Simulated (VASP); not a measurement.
These are MS2 meta-GGA, VASP's PBE PAW potentials (set 64) (plane waves; VASP) values and carry that method's errors.

A VASP calculation is set up with these files.

**POSCAR**
```
Se
1.0
  2.2463472089  -3.8907874820   0.0000000000
  2.2463472089   3.8907874820   0.0000000000
  0.0000000000   0.0000000000   4.9675617573
Se
3
Cart
  0.4913781356   0.8510918932   3.3117094941
  3.5099381466  -0.0000000000   0.0000000000
  0.4913781356  -0.8510918932   1.6558522632
```

KPOINTS:
```
Automatic mesh
0
Gamma
6 6 5
0 0 0
```

INCAR:
```
NSW=30
LCHARG=.FALSE.
LMAXMIX=4   ! l cut-off of mixed one-centre charges
ALGO=Normal   ! blocked Davidson
EDIFF=1E-7   ! SCF stop (eV)
ISMEAR=0   ! Gaussian
LASPH=.TRUE.   ! aspherical one-centre terms
PREC=Accurate
SYSTEM=Se
LREAL=.FALSE.   ! projection in real space or not
ISIF=4
LWAVE=.FALSE.
SIGMA=0.05
LMIXTAU=.TRUE.
ENCUT=520
NELM=100   ! most electronic steps
IBRION=2   ! conjugate gradients
EDIFFG=-0.01   ! ionic stop
METAGGA=MS2
```

POTCAR, in this order: Se (PBE.64 set). Program: vasp_std.

Problem. What will the output report for the number of irreducible k-points (NKPTS), largest plane-wave count, number of space-group operations, FFT grid (NGX, NGY, NGZ)?

Solution. 
```json
{
 "number of irreducible k-points (NKPTS)": "27",
 "largest_plane_wave_count": "2355",
 "number_of_space_group_operations": "6",
 "FFT grid (NGX, NGY, NGZ)": "36 × 36 × 40"
}
```

The compound is Se in the trig structure. This run relaxes it. Symmetry was kept, so distortions that lower it aren't found.
